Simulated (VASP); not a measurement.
Consider the following.

```yaml
crystal:
  lattice:
    - [3.84000, 0.00000, 0.00000]
    - [0.00000, 3.84000, 0.00000]
    - [0.00000, 0.00000, 3.84000]
  atoms:
    - { symbol: Sr, position: [0.00000, 0.00000, 0.00000] }
    - { symbol: V, position: [0.50000, 0.50000, 0.50000] }
    - { symbol: O, position: [0.50000, 0.00000, 0.50000] }
    - { symbol: O, position: [0.00000, 0.50000, 0.50000] }
    - { symbol: O, position: [0.50000, 0.50000, 0.00000] }
```

Calculation: PBE GGA with D4 dispersion, VASP's PBE PAW potentials (set 64) (plane waves; VASP). Numerical set-up: 520 eV cut-off, 9×9×9 Γ-centred mesh, tetrahedra with Blöchl corrections, potentials Sr_sv V_sv O.

**Question.** Tabulate the total density of states (states/eV per cell) against energy (eV; zero at the valence-band maximum or, without a gap, the Fermi level).

**Answer.** 
(E (eV), DOS (states/eV)): (-9.96, 0.00); (-9.85, 0.00); (-9.62, 0.00); (-9.51, 0.00); (-9.28, 0.00); (-9.17, 0.00); (-8.94, 0.00); (-8.83, 0.00); (-8.60, 0.00); (-8.48, 0.00); (-8.26, 0.00); (-8.14, 0.00); (-7.92, 0.00); (-7.80, 0.00); (-7.58, 0.00); (-7.46, 0.00); (-7.23, 0.02); (-7.12, 0.23); (-6.89, 2.84); (-6.78, 3.80); (-6.55, 3.07); (-6.44, 4.07); (-6.21, 4.52); (-6.10, 4.09); (-5.87, 3.83); (-5.75, 4.45); (-5.53, 5.87); (-5.41, 7.11); (-5.19, 5.67); (-5.07, 3.21); (-4.84, 2.45); (-4.73, 2.20); (-4.50, 1.81); (-4.39, 1.84); (-4.16, 2.66); (-4.05, 2.93); (-3.82, 1.51); (-3.71, 1.97); (-3.48, 5.33); (-3.37, 5.56); (-3.14, 5.25); (-3.03, 5.33); (-2.80, 3.50); (-2.68, 2.69); (-2.46, 2.21); (-2.34, 2.13); (-2.12, 0.64); (-2.00, 0.00); (-1.77, 0.00); (-1.66, 0.00); (-1.43, 0.00); (-1.32, 0.00); (-1.09, 0.00); (-0.98, 0.06); (-0.75, 0.67); (-0.64, 1.04); (-0.41, 1.15); (-0.30, 1.22); (-0.07, 1.64); (0.04, 1.93); (0.27, 2.22); (0.39, 2.43); (0.61, 3.87); (0.73, 4.65); (0.95, 5.90); (1.07, 4.27); (1.30, 2.34); (1.41, 1.42); (1.64, 0.86); (1.75, 0.94); (1.98, 1.01); (2.09, 1.11); (2.32, 1.26); (2.43, 1.06); (2.66, 0.69); (2.77, 0.59); (3.00, 0.50); (3.12, 0.47); (3.34, 0.43); (3.46, 0.39)
Within 2 eV below the Fermi level the largest weight inside VASP's projection spheres is V d.

The compound is SrVO3 in the cubic perovskite structure. The cell was not relaxed at this level. The run is not spin-polarised, so no magnetic state was tried. The electron count is odd and the run is not spin-polarised, which forces a metal.
